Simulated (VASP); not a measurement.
Here is a VASP 6.6.1 calculation.

INCAR

```
PREC = Accurate ; ENCUT = 520
EDIFF = 1E-6 ; ISMEAR = 0
SIGMA = 0.1 ; LREAL = F
LASPH = T ; NELM = 120
ALGO = Normal ; ISIF = 3
LWAVE = F ; LCHARG = F
GGA = PE ; IBRION = 2
NSW = 90 ; EDIFFG = -0.01
KPAR = 4
```

The input KPOINTS:

```
regular mesh
0
Gamma
  10 10 6
```

POSCAR

```
Ga2SnO
1.0
    3.7330000000      0.0000000000      0.0000000000
    0.0000000000      3.7330000000      0.0000000000
    0.0000000000      0.0000000000      5.8780000000
Ga Sn O
2 1 1
Direct
    0.5000000000      0.0000000000      0.6665532500
    0.0000000000      0.5000000000      0.3334467500
    0.0000000000      0.0000000000      0.0000000000
    0.5000000000      0.5000000000      0.5000000000
```

Potentials or basis: VASP PAW PBE potentials, release 64 (Ga_d, Sn_d, O).

Run with:

```bash
$ cat potpaw_PBE.64/Ga_d/POTCAR potpaw_PBE.64/Sn_d/POTCAR potpaw_PBE.64/O/POTCAR > POTCAR
$ mpirun -np 4 vasp_std > vasp.out
```

Q: What does it give for the relaxed volume?

A: 19.21 Å³/atom.

Q: Predict the relaxed cell.

A: a = 3.105 Å, b = 3.105 Å, c = 7.968 Å, α = 90.00°, β = 90.00°, γ = 90.00°.

Q: What does it give for the band gap on the k mesh?

A: None (metal or under the smearing width).

Final structure:
```yaml
crystal:
  lattice:
    - [3.10510, 0.00000, 0.00000]
    - [0.00000, 3.10510, 0.00000]
    - [0.00000, 0.00000, 7.96842]
  atoms:
    - { symbol: Ga, position: [0.50000, 0.00000, 0.66969] }
    - { symbol: Ga, position: [0.00000, 0.50000, 0.33031] }
    - { symbol: Sn, position: [0.00000, 0.00000, 0.00000] }
    - { symbol: O, position: [0.50000, 0.50000, 0.50000] }
```
